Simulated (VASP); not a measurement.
All values below come from AM05 GGA, VASP's PBE PAW potentials (set 64) (plane waves; VASP 6.6.1).

A VASP calculation is set up with these files.

INCAR:
```
# general
SYSTEM  = NiSi2
PREC    = Accurate
ENCUT   = 520
LREAL   = .FALSE.
LASPH   = .TRUE.

# electronic loop
EDIFF   = 1E-7
NELM    = 100
ALGO    = Normal
LMAXMIX = 4

# smearing
ISMEAR  = -5

# functional
GGA     = AM

# ions
ISIF    = 2

# output
LWAVE   = .FALSE.
LCHARG  = .TRUE.
LORBIT  = 11
NEDOS   = 601

# other
LEFG    = .TRUE.
```

File KPOINTS:
```
K-points
0
G
11 11 11
0 0 0
```

**POSCAR**
```
NiSi2
1
   -0.0000000000     2.6932299348     2.6932299348
    2.6932299348    -0.0000000000     2.6932299348
    2.6932299348     2.6932299348     0.0000000000
Si Ni
2 1
Direct
  0.2500000000   0.2500000000   0.2500000000
  0.7500000000   0.7500000000   0.7500000000
  0.0000000000   0.0000000000   0.0000000000
```

POTCAR, in this order: Si Ni (PBE.64 set). Program: vasp_std.

What VASP printed:

File OUTCAR:
```
 ion  position               nearest neighbor table
   1  0.250  0.250  0.250-   3 2.33   3 2.33   3 2.33   3 2.33   2 2.69   2 2.69   2 2.69   2 2.69
                             2 2.69   2 2.69
   2  0.750  0.750  0.750-   3 2.33   3 2.33   3 2.33   3 2.33   1 2.69   1 2.69   1 2.69   1 2.69
                             1 2.69   1 2.69
   3  0.000  0.000  0.000-   1 2.33   2 2.33   2 2.33   2 2.33   2 2.33   1 2.33   1 2.33   1 2.33
  LATTYP: Found a face centered cubic cell.
 ALAT       =     5.3864598696
 Subroutine PRICEL returns:
 Original cell was already a primitive cell.
 Subroutine GETGRP returns: Found 48 space group operations
The static configuration has the point symmetry O_h .
The dynamic configuration has the point symmetry O_h .
 Subroutine INISYM returns: Found 48 space group operations
 Subroutine IBZKPT returns following result:
 Found     56 irreducible k-points:

 Following reciprocal coordinates:
            Coordinates               Weight
  0.000000  0.000000  0.000000      1.000000
  0.090909  0.000000  0.000000      8.000000
  0.181818  0.000000  0.000000      8.000000
  0.272727  0.000000  0.000000      8.000000
  0.363636  0.000000  0.000000      8.000000
  0.454545  0.000000  0.000000      8.000000
  0.090909  0.090909  0.000000      6.000000
  0.181818  0.090909  0.000000     24.000000
  0.272727  0.090909  0.000000     24.000000
  0.363636  0.090909  0.000000     24.000000
  0.454545  0.090909  0.000000     24.000000
 -0.454545  0.090909  0.000000     24.000000
 -0.363636  0.090909  0.000000     24.000000
 -0.272727  0.090909  0.000000     24.000000
 -0.181818  0.090909  0.000000     24.000000
 -0.090909  0.090909  0.000000     12.000000
  0.181818  0.181818  0.000000      6.000000
  0.272727  0.181818  0.000000     24.000000
  0.363636  0.181818  0.000000     24.000000
  0.454545  0.181818  0.000000     24.000000
 -0.454545  0.181818  0.000000     24.000000
 -0.363636  0.181818  0.000000     24.000000
 -0.272727  0.181818  0.000000     24.000000
 -0.181818  0.181818  0.000000     12.000000
  0.272727  0.272727  0.000000      6.000000
  0.363636  0.272727  0.000000     24.000000
  0.454545  0.272727  0.000000     24.000000
 -0.454545  0.272727  0.000000     24.000000
 -0.363636  0.272727  0.000000     24.000000
 -0.272727  0.272727  0.000000     12.000000
  0.363636  0.363636  0.000000      6.000000
  0.454545  0.363636  0.000000     24.000000
 -0.454545  0.363636  0.000000     24.000000
 -0.363636  0.363636  0.000000     12.000000
  0.454545  0.454545  0.000000      6.000000
 -0.454545  0.454545  0.000000     12.000000
  0.272727  0.181818  0.090909     24.000000
  0.363636  0.181818  0.090909     48.000000
  0.454545  0.181818  0.090909     48.000000
 -0.454545  0.181818  0.090909     48.000000
   k-points           NKPTS =     56   k-points in BZ     NKDIM =     56   number of bands    NBANDS=     13
   number of dos      NEDOS =    601   number of ions     NIONS =      3
   total plane-waves  NPLWV =  21952
   dimension x,y,z NGX =    28 NGY =   28 NGZ =   28
   dimension x,y,z NGXF=    56 NGYF=   56 NGZF=   56
   ions per type =               2   1
   PREC   = accura    normal or accurate (medium, high low for compatibility)
   ISTART =      0    job   : 0-new  1-cont  2-samecut
   ICHARG =      2    charge: 1-file 2-atom 10-const
   ISPIN  =      1    spin polarized calculation?
   LNONCOLLINEAR =      F non collinear calculations
   LSORBIT =      F    spin-orbit coupling
   INIWAV =      1    electr: 0-lowe 1-rand  2-diag
   ENCUT  =  520.0 eV  38.22 Ry    6.18 a.u.   7.08  7.08  7.08*2*pi/ulx,y,z
   NELM   =    100;   NELMIN=  2; NELMDL= -5     # of ELM steps
   EDIFF  = 0.1E-06   stopping-criterion for ELM
...
```

**OSZICAR**
```
       N       E                     dE             d eps       ncg     rms          rms(c)
DAV:   1     0.711875992414E+02    0.71188E+02   -0.80035E+03  1480   0.143E+03
DAV:   2    -0.162460851022E+02   -0.87434E+02   -0.82341E+02  1466   0.254E+02
DAV:   3    -0.206619172068E+02   -0.44158E+01   -0.43337E+01  1936   0.628E+01
DAV:   4    -0.207487474852E+02   -0.86830E-01   -0.86446E-01  1671   0.832E+00
DAV:   5    -0.207510159409E+02   -0.22685E-02   -0.22518E-02  1917   0.146E+00    0.172E+01
DAV:   6    -0.254566921952E+02   -0.47057E+01   -0.57758E+01  1579   0.189E+02    0.253E+01
DAV:   7    -0.186476658570E+02    0.68090E+01   -0.16672E+01  1741   0.117E+02    0.421E+00
DAV:   8    -0.185716843953E+02    0.75981E-01   -0.23323E+00  2146   0.259E+01    0.272E+00
DAV:   9    -0.185256823154E+02    0.46002E-01   -0.30710E-01  1794   0.113E+01    0.645E-01
DAV:  10    -0.185231597161E+02    0.25226E-02   -0.13104E-02  1934   0.258E+00    0.265E-01
DAV:  11    -0.185234300279E+02   -0.27031E-03   -0.14224E-03  1679   0.293E-01    0.482E-02
DAV:  12    -0.185235304157E+02   -0.10039E-03   -0.94178E-05  1961   0.182E-01    0.262E-02
DAV:  13    -0.185234995304E+02    0.30885E-04   -0.36590E-05  1736   0.125E-01    0.104E-02
DAV:  14    -0.185234925064E+02    0.70239E-05   -0.41207E-06  2336   0.296E-02    0.664E-03
DAV:  15    -0.185234992200E+02   -0.67136E-05   -0.15614E-06  2015   0.311E-02    0.635E-04
DAV:  16    -0.185234994424E+02   -0.22237E-06   -0.96358E-08  1008   0.245E-03    0.135E-04
DAV:  17    -0.185234994183E+02    0.24067E-07   -0.43221E-09   928   0.838E-04
   1 F= -.18523499E+02 E0= -.18523499E+02  d E =0.000000E+00
```

File OUTCAR:
```
------------------------ aborting loop because EDIFF is reached ----------------------------------------
  FORCE on cell =-STRESS in cart. coord.  units (eV):
  Direction    XX          YY          ZZ          XY          YZ          ZX
  --------------------------------------------------------------------------------------
  Total       -0.2149631     -0.2149631     -0.2149631     -0.0000000     -0.0000000      0.0000000
  in kB       -8.8150377     -8.8150377     -8.8150377     -0.0000000     -0.0000000      0.0000000
  external PRESSURE =      -8.8150377 kB  Pullay stress =       0.0000000 kB
  volume of cell :       39.07
      direct lattice vectors                 reciprocal lattice vectors
     0.000000000  2.693229935  2.693229935    -0.185650692  0.185650692  0.185650692
     2.693229935  0.000000000  2.693229935     0.185650692 -0.185650692  0.185650692
     2.693229935  2.693229935  0.000000000     0.185650692  0.185650692 -0.185650692
 POSITION                                       TOTAL-FORCE (eV/Angst)
 -----------------------------------------------------------------------------------
      1.34661      1.34661      1.34661        -0.000000     -0.000000     -0.000000
      4.03984      4.03984      4.03984         0.000000      0.000000      0.000000
      0.00000      0.00000      0.00000        -0.000000      0.000000     -0.000000
 -----------------------------------------------------------------------------------
    total drift:                               -0.000000     -0.000000      0.000000
  FREE ENERGIE OF THE ION-ELECTRON SYSTEM (eV)
  ---------------------------------------------------
  free  energy   TOTEN  =       -18.5234994183 eV

  energy  without entropy=      -18.5234994183  energy(sigma->0) =      -18.52349942

 total charge

# of ion       s       p       d       tot
------------------------------------------
    1        0.733   0.850   0.000   1.583
    2        0.733   0.850   0.000   1.583
    3        0.568   0.825   8.459   9.852
--------------------------------------------------
tot          2.033   2.525   8.459  13.018

 Electric field gradients after diagonalization (V/A^2)
 (convention: |V_zz| > |V_xx| > |V_yy|)
----------------------------------------------------------------------
 ion       V_xx      V_yy      V_zz     asymmetry (V_yy - V_xx)/ V_zz
----------------------------------------------------------------------
   1       0.000     0.000    -0.000       0.000
   2       0.000     0.000    -0.000       0.000
   3      -0.002    -0.002     0.005       0.000
```
(Selected blocks of OUTCAR.)

OUTCAR:
```
 val. band max:       10.9190905562   @ k =   0.1818   0.0000   0.0000

 cond. band min:      10.5616174053   @ k =   0.2727   0.1818   0.0000


 Fermi energy:        10.5650351845

 k-point     1 :       0.0000    0.0000    0.0000
  band No.  band energies     occupation
      1      -3.4137      2.00000
      2       5.2362      2.00000
      3       5.2362      2.00000
      4       5.2362      2.00000
      5       6.9421      2.00000
      6       6.9421      2.00000
      7      10.4214      2.00000
      8      12.2433      0.00000
      9      12.2433      0.00000
     10      12.2433      0.00000
     11      12.7632      0.00000
     12      12.7632      0.00000
     13      12.7632      0.00000

 k-point     2 :       0.0909    0.0000    0.0000
  band No.  band energies     occupation
      1      -3.2900      2.00000
      2       4.9971      2.00000
      3       5.2753      2.00000
      4       5.2753      2.00000
      5       6.9187      2.00000
      6       6.9187      2.00000
      7      10.1118      2.00000
      8      11.2676     -0.18790
      9      11.6525      0.00000
     10      11.6525      0.00000
     11      13.3666      0.00000
     12      13.3666      0.00000
     13      14.1633      0.00000

 k-point     3 :       0.1818    0.0000    0.0000
  band No.  band energies     occupation
      1      -2.9214      2.00000
      2       4.3230      2.00000
      3       5.3801      2.00000
      4       5.3801      2.00000
      5       6.8726      2.00000
      6       6.8726      2.00000
      7       8.8631      2.00000
      8      10.9191      1.25674
      9      10.9191      0.01453
     10      11.4134      0.00000
     11      13.4011      0.00000
     12      13.4011      0.00000
     13      14.4423      0.00000

 k-point     4 :       0.2727    0.0000    0.0000
  band No.  band energies     occupation
      1      -2.3162      2.00000
      2       3.3008      2.00000
      3       5.5102      2.00000
...
```

For a metal the tetrahedron method with Blöchl corrections gives inexact stress and forces.

The compound is NiSi2 in the fluorite structure. It was relaxed first. The run is not spin-polarised, so no magnetic state was tried.
